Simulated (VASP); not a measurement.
```
CELL_PARAMETERS angstrom
      2.77440     0.00000     0.00000
      0.00000     2.77440     0.00000
      0.00000     0.00000     3.78420
ATOMIC_POSITIONS crystal
  Fe 0.00000 0.00000 0.00000
  Pt 0.50000 0.50000 0.50000
```
Starting moments (μB, in the order of the record's atoms Fe Pt): 3.0 0.0.

The base run (VASP): PBE GGA, plane waves, VASP's PBE PAW potentials (set 64). Run with 400 eV cut-off, 12×12×9 Γ-centred mesh, first-order Methfessel-Paxton smearing of 0.10 eV, potentials Fe Pt.

One setting is varied; ΔE counts from the base run. The base run took about 40 core-seconds. Costs are core time on shared hosts, one run each; read them as rough ratios.

Pressures at a finite cut-off, here 400 eV, hold a Pulay part, which wasn't tested here.

```tsv
setting	cost over the base run	electronic steps	ΔE (meV/atom)	pressure (GPa)
PREC = Low	within a factor of 2	14	-0.6	-7.60
PREC = Normal	within a factor of 2	14	0.0	-7.59
LASPH = .FALSE.	within a factor of 2	14	-0.2	-7.55
base run	reference	14	0.0	-7.59
PREC = Single	within a factor of 2	14	-0.2	-7.55
ADDGRID = .TRUE.	within a factor of 2	14	0.0	-7.59
LREAL = Auto	within a factor of 2	14	-0.2	-7.61
```

Left out are runs that failed, have no time on record or changed the cell.

The compound is FePt in the L1_0 structure. The cell was not relaxed at this level.
